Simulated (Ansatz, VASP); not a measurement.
## CdSnTeSe: VASP beside Ansatz

One calculation is typed for both programs; each brings its own data sets and cutoff. How far apart do they land? The cell is invented: As first built, before any earlier steps moved the atoms: it takes the ZnCdTeSe structure with some of its atoms replaced by other elements, volume scaled by an estimate. It may not be a known or stable phase. The cell comes out of the VASP series on this material, whose earlier steps may have relaxed, scaled or displaced it; both programs get it as it stands.

Calculated with Ansatz 0.2.0; plane waves, with VASP 6.6.1 beside it; band structure at r2SCAN and single point at r2SCAN.

**1. Set-up**

It takes space group Cm (No. 8, monoclinic). Conventional cell: a = 8.564 Å, b = 4.930 Å, c = 6.350 Å, α = 90.00°, β = 90.00°, γ = 90.00°. Te has 3 Cd at 2.91 Å and 2 Sn at 3.03 to 3.32 Å nearest. Sn has 3 Se at 2.85 Å and 2 Te at 3.03 to 3.32 Å nearest. Nearest to Cd lie 1 Se at 2.71 Å and 3 Te at 2.91 Å. Se has 1 Cd at 2.71 Å and 3 Sn at 2.85 Å nearest. As first built, before any earlier steps moved the atoms: sites of the ZnCdTeSe structure (space group 8) filled with other elements, volume scaled by an estimate. Farther neighbours and most contacts between anions are not listed.

Coordinates:

```xyz
4
Lattice="4.2822 -2.4649 0.0033 4.2822 2.4649 0.0033 -0.0049 0.0000 6.3504" Properties=species:S:1:pos:R:3 pbc="T T T"
Te    5.7057    0.0000    2.5693
Sn    5.7035    0.0000    5.8850
Cd    2.8538    0.0000    3.1624
Se    2.8523    0.0000    5.8727
```

**2. VASP: band structure, r2SCAN**

The same path points are solved in both programs, so levels can be compared one by one.

Lines of VASP's logs that name or quote its potential files are left out, and so is its time.

INCAR

```
SYSTEM = CdSnTeSe
PREC = Accurate
ENCUT = 400
EDIFF = 1E-06
NELM = 100
ISMEAR = -1
SIGMA = 0.05
LREAL = .FALSE.
ALGO = Normal
METAGGA = R2SCAN
LASPH = .TRUE.
NBANDS = 33
LORBIT = 11
LWAVE = .FALSE.
LCHARG = .FALSE.
KPAR = 2
```

POSCAR

```
CdSnTeSe
1.0
    4.2821755046     -2.4648839863      0.0032606012
    4.2821755046      2.4648839863      0.0032606012
   -0.0048951420      0.0000000000      6.3504337046
Te Sn Cd Se
1 1 1 1
Direct
    0.6664450321      0.6664450321      0.4039094724
    0.6664870003      0.6664870003      0.9260206833
    0.3334979470      0.3334979470      0.4976464792
    0.3335700207      0.3335700207      0.9244223653
```

KPOINTS

```
Automatic mesh
0
Gamma
5 5 3
0 0 0
```

KPOINTS_OPT

```
Line mode
16
Line-mode
Reciprocal
  0.00000000   0.00000000   0.00000000 GAMMA
 -0.33283308   0.33283308   0.00000000 X

 -0.33283308   0.33283308   0.00000000 X
  0.00000000   0.50000000   0.00000000 S

  0.00000000   0.50000000   0.00000000 S
  0.00000000   0.50000000  -0.50000000 R

  0.00000000   0.50000000  -0.50000000 R
 -0.33283308   0.33283308  -0.50000000 A

 -0.33283308   0.33283308  -0.50000000 A
  0.00000000   0.00000000  -0.50000000 Z

  0.00000000   0.00000000  -0.50000000 Z
  0.00000000   0.00000000   0.00000000 GAMMA

  0.00000000   0.00000000   0.00000000 GAMMA
  0.50000000   0.50000000   0.00000000 Y

  0.50000000   0.50000000   0.00000000 Y
  0.33283308   0.66716692   0.00000000 X1

  0.33283308   0.66716692   0.00000000 X1
  0.33283308   0.66716692  -0.50000000 A1

  0.33283308   0.66716692  -0.50000000 A1
  0.50000000   0.50000000  -0.50000000 T

  0.50000000   0.50000000  -0.50000000 T
  0.50000000   0.50000000   0.00000000 Y

  0.00000000   0.00000000  -0.50000000 Z
  0.50000000   0.50000000  -0.50000000 T
```

Potentials, in the order of the species: Te, Sn_d, Cd and Se (PBE family, release 64).

Run with:

```
$ mpirun -np 2 vasp_std
```

Numbers of over 12 decimals in the logs are rounded to 6 here.

The program printed:

```text
[banner, memory and clock lines left out]
running    2 mpi-ranks, on    1 nodes
 distrk:  each k-point on    1 cores,    2 groups
 distr:  one band on    1 cores,    1 groups

 POSCAR found type information on POSCAR TeSnCdSe
 POSCAR found :  4 types and       4 ions
|                                                                             |
|               ----> ADVICE to this user running VASP <----                  |
|                                                                             |
|     You enforced a specific xc type in the INCAR file but a different       |
|     [... a line on the potential file left out ...]
|     I HOPE YOU KNOW WHAT YOU ARE DOING!                                     |
|                                                                             |

|                                                                             |
|           W    W    AA    RRRRR   N    N  II  N    N   GGGG   !!!           |
|           W    W   A  A   R    R  NN   N  II  NN   N  G    G  !!!           |
|           W    W  A    A  R    R  N N  N  II  N N  N  G       !!!           |
|           W WW W  AAAAAA  RRRRR   N  N N  II  N  N N  G  GGG   !            |
|           WW  WW  A    A  R   R   N   NN  II  N   NN  G    G                |
|           W    W  A    A  R    R  N    N  II  N    N   GGGG   !!!           |
|                                                                             |
|     Inconsistent Bravais lattice types found for crystalline and            |
|     reciprocal lattice:                                                     |
|                                                                             |
|        Crystalline: simple monoclinic                                       |
|        Reciprocal : base centered orthorhombic                              |
|                    (instead of simple monoclinic)                           |
|                                                                             |
|     In most cases this is due to inaccuracies in the specification of       |
|     the crytalline lattice vectors.                                         |
|                                                                             |
|     Suggested SOLUTIONS:                                                    |
|      ) Refine the lattice parameters of your structure,                     |
|      ) and/or try changing SYMPREC.                                         |
|                                                                             |

 LDA part: xc-table for (None), standard interpolation
 POSCAR, INCAR and KPOINTS ok, starting setup
 FFT: planning ... GRIDC
 FFT: planning ... GRID_SOFT
 FFT: planning ... GRID
 WAVECAR not read
 entering main loop
       N       E                     dE             d eps       ncg     rms          rms(c)
DAV:   1     0.209501149590E+03    0.20950E+03   -0.15168E+04  2605   0.104E+03
DAV:   2    -0.613267118137E+02   -0.27083E+03   -0.25699E+03  2605   0.324E+02
DAV:   3    -0.932265742657E+02   -0.31900E+02   -0.31498E+02  3023   0.101E+02
DAV:   4    -0.943435386533E+02   -0.11170E+01   -0.11157E+01  2911   0.200E+01
DAV:   5    -0.943714511019E+02   -0.27912E-01   -0.27911E-01  3452   0.327E+00    0.638E+00
DAV:   6    -0.861761202104E+02    0.81953E+01   -0.38668E+00  2898   0.187E+01    0.728E+00
DAV:   7    -0.861500168442E+02    0.26103E-01   -0.38261E-01  2925   0.346E+00    0.458E+00
DAV:   8    -0.861626361991E+02   -0.12619E-01   -0.95831E-02  2918   0.217E+00    0.120E+00
DAV:   9    -0.861687852101E+02   -0.61490E-02   -0.19829E-02  3081   0.733E-01    0.401E-01
DAV:  10    -0.861685303439E+02    0.25487E-03   -0.45659E-03  2892   0.504E-01    0.106E-01
DAV:  11    -0.861685366475E+02   -0.63036E-05   -0.29009E-04  2950   0.137E-01    0.520E-02
DAV:  12    -0.861685681412E+02   -0.31494E-04   -0.69580E-05  2754   0.568E-02    0.207E-02
DAV:  13    -0.861685718550E+02   -0.37138E-05   -0.11352E-05  2894   0.212E-02    0.746E-03
DAV:  14    -0.861685729292E+02   -0.10743E-05   -0.14603E-06  2631   0.716E-03    0.392E-03
DAV:  15    -0.861685722378E+02    0.69145E-06   -0.81088E-07  2081   0.626E-03
   1 F= -.86168572E+02 E0= -.86166455E+02  d E =-.423446E-02
 Start KPOINTS_OPT (optional k-point list driver)
k-point batch [1-38\192]
       N       E                     dE             ncg
DAV:   1     0.519854895273E+03   -0.26402E+05     2601
DAV:   2    -0.967674796201E+04   -0.10197E+05     2557
DAV:   3    -0.108529293154E+05   -0.11762E+04     3055
DAV:   4    -0.108929530684E+05   -0.40024E+02     2864
DAV:   5    -0.108940007150E+05   -0.10476E+01     3492
DAV:   6    -0.108940327888E+05   -0.32074E-01     3080
DAV:   7    -0.108940343294E+05   -0.15406E-02     3821
DAV:   8    -0.108940343387E+05   -0.92601E-05     2437
DAV:   9    -0.108940343389E+05   -0.25952E-06     2020
[...]
k-point batch [191-192\192]
       N       E                     dE             ncg
DAV:   1     0.274920040550E+05   -0.18545E+04      140
DAV:   2     0.269549977722E+05   -0.53701E+03      132
DAV:   3     0.268950622933E+05   -0.59935E+02      160
DAV:   4     0.268930761509E+05   -0.19861E+01      135
DAV:   5     0.268930268499E+05   -0.49301E-01      184
DAV:   6     0.268930248640E+05   -0.19859E-02      151
DAV:   7     0.268930246958E+05   -0.16818E-03      200
DAV:   8     0.268930246950E+05   -0.82463E-06      134
```

From OUTCAR (step 2):

```text
ion  position               nearest neighbor table
   1  0.666  0.666  0.404-   3 2.91   3 2.91   3 2.91   2 3.03   2 3.32
   2  0.666  0.666  0.926-   4 2.85   4 2.85   4 2.85   1 3.03   1 3.32
   3  0.333  0.333  0.498-   4 2.71   1 2.91   1 2.91   1 2.91
   4  0.334  0.334  0.924-   3 2.71   2 2.85   2 2.85   2 2.85

  LATTYP: Found a simple monoclinic cell.
 ALAT       =     4.9297679726
 B/A-ratio  =     1.2881814371
 C/A-ratio  =     1.0022621872
 COS(beta)  =    -0.4988714594

 Subroutine GETGRP returns: Found  1 space group operations
 (whereof  1 operations were pure point group operations)

The static configuration has the point symmetry C_1 .

 Found     38 irreducible k-points:

   k-points           NKPTS =     38   k-points in BZ     NKDIM =     38   number of bands    NBANDS=     33

   dimension x,y,z NGX =    32 NGY =   32 NGZ =   42
   dimension x,y,z NGXF=    64 NGYF=   64 NGZF=   84

   ENCUT  =  400.0 eV  29.40 Ry    5.42 a.u.   8.06  8.06 10.36*2*pi/ulx,y,z

   NELECT =      38.0000    total number of electrons

 k-points in reciprocal lattice and weights: Automatic mesh
   0.00000000  0.00000000  0.00000000       0.013
   0.20000000  0.00000000 -0.00000000       0.027
  -0.00000000 -0.20000000  0.00000000       0.027
   0.40000000  0.00000000  0.00000000       0.027
  -0.00000000 -0.40000000  0.00000000       0.027
   0.20000000  0.20000000  0.00000000       0.027
   0.40000000  0.20000000  0.00000000       0.027
  -0.20000000 -0.40000000 -0.00000000       0.027
  -0.40000000  0.20000000 -0.00000000       0.027
[...]
-0.40000000  0.40000000  0.33333333       0.027
   0.40000000 -0.40000000  0.33333333       0.027

 average (electrostatic) potential at core
       1 -96.0518       2-109.2544       3 -44.2119       4 -59.2052

 E-fermi :   3.2356

 k-point     1 :       0.0000    0.0000    0.0000
  band No.  band energies     occupation
    ...
     16       0.0320      2.00000
     17       1.7950      2.00000
     18       1.8049      2.00000
     19       1.8471      2.00000
     20       3.2050      1.29728
     21       5.3988      0.00000
     22       5.4009      0.00000
     23       7.7995      0.00000
     24       7.8054      0.00000
     25       8.6203      0.00000
    ...

 k-point     2 :       0.2000    0.0000   -0.0000
  band No.  band energies     occupation
    ...
     15      -0.2697      2.00000
     16       0.1618      2.00000
     17       1.2799      2.00000
     18       1.5081      2.00000
     19       1.5968      2.00000
     20       4.4607      0.00000
     21       5.2938      0.00000
     22       6.1266      0.00000
     23       7.5948      0.00000
     24       8.3660      0.00000
    ...

 k-point     3 :      -0.0000   -0.2000    0.0000
  band No.  band energies     occupation
    ...
     15      -0.2697      2.00000
     16       0.1618      2.00000
     17       1.2799      2.00000
     18       1.5081      2.00000
     19       1.5968      2.00000
     20       4.4607      0.00000
     21       5.2938      0.00000
     22       6.1266      0.00000
     23       7.5948      0.00000
     24       8.3660      0.00000
    ...

  Total       -0.0152437     -0.0105847     -0.0049367      0.0000000      0.0000003      0.0009666
  in kB       -0.1821823     -0.1265006     -0.0590002      0.0000004      0.0000039      0.0115516
  external PRESSURE =      -0.1225611 kB  Pullay stress =       0.0000000 kB

  energy-cutoff  :      400.00
  volume of cell :      134.06
      direct lattice vectors                 reciprocal lattice vectors
     4.282175505 -2.464883986  0.003260601     0.116763011 -0.202849304  0.000090005
     4.282175505  2.464883986  0.003260601     0.116763011  0.202849304  0.000090005
    -0.004895142  0.000000000  6.350433705    -0.000119903  0.000000000  0.157469467

 POSITION                                       TOTAL-FORCE (eV/Angst)
 -----------------------------------------------------------------------------------
      5.70569      0.00000      2.56935        -0.001061      0.000000      0.005198
      5.70350      0.00000      5.88498         0.000398     -0.000002      0.000060
      2.85376      0.00000      3.16245        -0.000002      0.000000     -0.004334
      2.85229      0.00000      5.87266         0.000665      0.000001     -0.000924
 -----------------------------------------------------------------------------------
    total drift:                               -0.000370      0.000001      0.001048

  FREE ENERGIE OF THE ION-ELECTRON SYSTEM (eV)
  ---------------------------------------------------
  free  energy   TOTEN  =       -86.1685722378 eV

  energy  without entropy=      -86.1643377811  energy(sigma->0) =      -86.16645501

 total charge
# of ion       s       p       d       tot
------------------------------------------
    1        1.364   2.043   0.024   3.432
    2        1.344   0.773   9.981  12.098
    3        0.435   0.254   9.556  10.245
    4        1.477   2.362   0.024   3.864
--------------------------------------------------
tot          4.621   5.433  19.585  29.639

[... 3 further parts left out ...]
```

The k-mesh is coarse for a metal. Within 0.02 Å the cell has space group P3m1; at a tight tolerance a small distortion makes it Cm. Spin-orbit coupling is off here; with elements this heavy it splits and shifts levels by tenths of an eV or more. The PAW data sets were made with PBE, which is usual practice but a small mismatch for other functionals.

(Part 1 of 2 ends here.)

[Lines on the potential files, build, host, timing and source positions are cut from VASP's logs without a mark.]

[Logs are printed without paths, hosts, clocks, repeated set-up lines and the standing remarks that a program may print on its own settings, such as how far it seeks lower states.]

[Hosts, paths, dates, database ids (printed as entryN), source tags and the programs' standing remarks are cut or masked in the printed files.]
